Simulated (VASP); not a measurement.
Given:

```
CoGa
1.0
    2.90471     0.00000     0.00000
    0.00000     2.90471     0.00000
    0.00000     0.00000     2.90471
Ga Co
1 1
Cartesian
  1.45235   1.45235   1.45235
  0.00000   0.00000   0.00000
```

Calculation: TPSS meta-GGA, VASP's PBE PAW potentials (set 64) (plane waves; VASP 6.6.1). Numerical set-up: 520 eV cut-off, 13×13×13 Γ-centred mesh, first-order Methfessel-Paxton smearing of 0.10 eV, potentials Ga_d Co.

Give the stress tensor in GPa (positive for a compressed cell).

```
-10.02    0.00    0.00
  0.00  -10.02    0.00
  0.00    0.00  -10.02
```
The pressure is its mean diagonal, -10.02 GPa.

The compound is CoGa in the CsCl type structure. This cell is one point of a volume scan, at 1.06 of the reference volume. The run is not spin-polarised, so no magnetic state was tried.
